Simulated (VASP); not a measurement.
GaGe3, 8 atoms in the cell. The structure is hexagonal, space group P6_3/mmc (No. 194). Conventional cell: a = 5.985 Å, b = 5.985 Å, c = 5.035 Å, α = 90.00°, β = 90.00°, γ = 120.00°. Ge (site symmetry mm2) is surrounded by 8 Ge at 2.94 to 3.05 Å and 4 Ga at 2.99 to 3.07 Å. Around Ga (site symmetry -6m2) lie 12 Ge at 2.99 to 3.07 Å. The cell comes from a database or a generator and needn't be the stable form of this composition.

| Property | Result |
| --- | --- |
| Program | VASP 6.6.1 |
| Task | single point |
| Functional | PBEsol |
| Potentials or basis | VASP PAW PBE potentials, release 64 (Ge_d_GW, Ga_d_GW) |
| Cutoff | 550 eV |
| k mesh | 5 × 5 × 5 |
| Occupations | gaussian, width 0.1 eV |
| Spin | no spin polarisation |
| Further INCAR settings | ALGO = Normal; EDIFF = 1.00e-07; NBANDS = 65 |

Potentials or basis: VASP PAW PBE potentials, release 64 (Ge_d_GW, Ga_d_GW).

Launch:

```sh
$ python run.py
```

Hardware: 1 thread of Intel(R) Xeon(R) Platinum 8375C CPU @ 2.90GHz (Ice Lake), with other jobs on the host.

Q: Estimate the wall time of this run.

A: Run time: 2.7 min on 1 thread of Intel(R) Xeon(R) Platinum 8375C CPU @ 2.90GHz (Ice Lake) (shared host), peak memory 0.36 GiB. Counts: scf iterations 14, k points 15.
